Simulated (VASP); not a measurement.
Method: rev-vdW-DF2, VASP's PBE PAW potentials (set 64) (plane waves; VASP 6.6.1).

Input for VASP

POSCAR:
```
PbS
1
    0.0000000000     2.9700000000     2.9700000000
    2.9700000000     0.0000000000     2.9700000000
    2.9700000000     2.9700000000     0.0000000000
Pb S
1 1
Direct
  0.0000000000   0.0000000000   0.0000000000
  0.5000000000   0.5000000000   0.5000000000
```

KPOINTS:
```
Automatic mesh
0
Gamma
7 7 7
0 0 0
```

### INCAR
```
# general
SYSTEM   = PbS
PREC     = Accurate
ENCUT    = 520
LREAL    = F
LASPH    = T

# electronic loop
EDIFF    = 1E-6
NELM     = 100
ALGO     = Normal
LMAXMIX  = 4

# smearing
ISMEAR   = 0
SIGMA    = 0.05

# functional
GGA      = MK
LUSE_VDW = T
AGGAC    = 0.0
PARAM1   = 0.1234568
PARAM2   = 0.7114
ZAB_VDW  = -1.8867

# ions
IBRION   = 2
NSW      = 60
ISIF     = 3
EDIFFG   = -0.01

# output
LWAVE    = F
LCHARG   = F
```

POTCAR, in this order: Pb_d S (PBE.64 set). Program: vasp_std.

The run wrote:

OSZICAR:
```
       N       E                     dE             d eps       ncg     rms          rms(c)
DAV:   1     0.160545444541E+03    0.16055E+03   -0.98141E+03   560   0.150E+03
DAV:   2     0.889342499001E+01   -0.15165E+03   -0.14824E+03   578   0.356E+02
DAV:   3    -0.482931915355E+01   -0.13723E+02   -0.13383E+02   752   0.109E+02
DAV:   4    -0.517982159133E+01   -0.35050E+00   -0.35027E+00   590   0.203E+01
DAV:   5    -0.519404230946E+01   -0.14221E-01   -0.14221E-01   840   0.409E+00    0.444E+00
DAV:   6    -0.470799390519E+01    0.48605E+00   -0.15484E+00   814   0.961E+00    0.314E+00
DAV:   7    -0.470944697944E+01   -0.14531E-02   -0.14034E-01   584   0.216E+00    0.184E+00
DAV:   8    -0.471147331184E+01   -0.20263E-02   -0.14892E-02   614   0.160E+00    0.283E-01
DAV:   9    -0.471094969028E+01    0.52362E-03   -0.31165E-03   838   0.584E-01    0.752E-02
DAV:  10    -0.471107231466E+01   -0.12262E-03   -0.26077E-04   596   0.129E-01    0.424E-02
DAV:  11    -0.471107428765E+01   -0.19730E-05   -0.39534E-05   706   0.838E-02    0.964E-03
DAV:  12    -0.471107450033E+01   -0.21268E-06   -0.28325E-06   686   0.213E-02
   1 F= -.47110745E+01 E0= -.47110745E+01  d E =-.471107E+01
       N       E                     dE             d eps       ncg     rms          rms(c)
DAV:   1    -0.474456799104E+01   -0.33494E-01   -0.10451E+00   692   0.192E+01    0.105E+00
DAV:   2    -0.471637127059E+01    0.28197E-01   -0.60600E-02   692   0.445E+00    0.366E-01
DAV:   3    -0.471188347365E+01    0.44878E-02   -0.19391E-02   692   0.250E+00    0.883E-02
DAV:   4    -0.471190312950E+01   -0.19656E-04   -0.43841E-04   580   0.199E-01    0.488E-02
DAV:   5    -0.471190408745E+01   -0.95796E-06   -0.67372E-05   718   0.105E-01    0.170E-02
DAV:   6    -0.471190252622E+01    0.15612E-05   -0.78639E-06   698   0.446E-02    0.337E-03
DAV:   7    -0.471190308031E+01   -0.55409E-06   -0.11253E-06   424   0.160E-02
   2 F= -.47119031E+01 E0= -.47119031E+01  d E =-.828580E-03
       N       E                     dE             d eps       ncg     rms          rms(c)
DAV:   1    -0.471403313199E+01   -0.21306E-02   -0.63689E-02   686   0.464E+00    0.262E-01
DAV:   2    -0.471227040693E+01    0.17627E-02   -0.37785E-03   698   0.112E+00    0.906E-02
DAV:   3    -0.471199958165E+01    0.27083E-03   -0.11829E-03   686   0.619E-01    0.229E-02
DAV:   4    -0.471200401510E+01   -0.44335E-05   -0.27083E-05   600   0.489E-02    0.124E-02
DAV:   5    -0.471200634755E+01   -0.23325E-05   -0.42803E-06   664   0.272E-02    0.429E-03
DAV:   6    -0.471200663213E+01   -0.28458E-06   -0.52716E-07   316   0.118E-02
   3 F= -.47120066E+01 E0= -.47120066E+01  d E =-.932132E-03
```

File OUTCAR:
```
------------------------ aborting loop because EDIFF is reached ----------------------------------------
  FORCE on cell =-STRESS in cart. coord.  units (eV):
  Direction    XX          YY          ZZ          XY          YZ          ZX
  --------------------------------------------------------------------------------------
  Total       -0.0019136     -0.0019136     -0.0019136      0.0000000      0.0000000      0.0000000
  in kB       -0.0579329     -0.0579329     -0.0579329      0.0000000      0.0000000      0.0000000
  external PRESSURE =      -0.0579329 kB  Pullay stress =       0.0000000 kB
  volume of cell :       52.92
      direct lattice vectors                 reciprocal lattice vectors
    -0.000000000  2.979894934  2.979894934    -0.167791151  0.167791151  0.167791151
     2.979894934  0.000000000  2.979894934     0.167791151 -0.167791151  0.167791151
     2.979894934  2.979894934 -0.000000000     0.167791151  0.167791151 -0.167791151
  FREE ENERGIE OF THE ION-ELECTRON SYSTEM (eV)
  ---------------------------------------------------
  free  energy   TOTEN  =        -4.7120066321 eV

  energy  without entropy=       -4.7120066321  energy(sigma->0) =       -4.71200663

 reached required accuracy - stopping structural energy minimisation
```
(Selected blocks of OUTCAR.)

CONTCAR:
```
PbS
   1.00000000000000
    -0.0000000000000000    2.9798949339576399    2.9798949339576399
     2.9798949339576399    0.0000000000000000    2.9798949339576399
     2.9798949339576399    2.9798949339576399   -0.0000000000000000
  Pb              S
     1     1
Direct
     0.0000000000000000    0.0000000000000000    0.0000000000000000
     0.5000000000000000    0.5000000000000000    0.5000000000000000
```

The compound is PbS in the rock salt structure. This run relaxes it. Symmetry was kept, so distortions that lower it aren't found.
